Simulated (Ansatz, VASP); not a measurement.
AlSi5: VASP beside Ansatz

```
Al Si
1.0
     4.89481    0.00000    0.00000
    -2.44741    4.23903    0.00000
     0.00000    0.00000    4.71758
Al Si
1 5
Cartesian
  0.0000 0.0000 2.3588
  0.0000 2.8260 2.3588
  2.4474 1.4130 2.3588
  2.4474 0.0000 0.0000
  -1.2237 2.1195 0.0000
  1.2237 2.1195 0.0000
```

Alike in both runs: functional PBE; k mesh 12 × 12 × 8; occupations gaussian, width 0.1 eV; no spin polarisation.

Ansatz relaxed the structure, and its values are those at the end. VASP's run is a single point on that final structure, the one shown.

```csv
,VASP,Ansatz
version,VASP 6.6.1,Ansatz 0.2.0
potentials or method,"VASP PAW PBE potentials, release 64 (Al, Si)","scalar-relativistic, plane waves, PAW"
plane-wave cutoff (eV),520,420
valence electrons in the cell,23,23
```

|  | VASP | Ansatz | Ansatz less VASP |
| --- | --- | --- | --- |
| gap on the k mesh at the Fermi level (eV) | none | none | - |
| pressure (GPa) | 0.0 | 0.0 | +0.05 |

A gap of «none» marks a metal or a gap that the smearing closes.
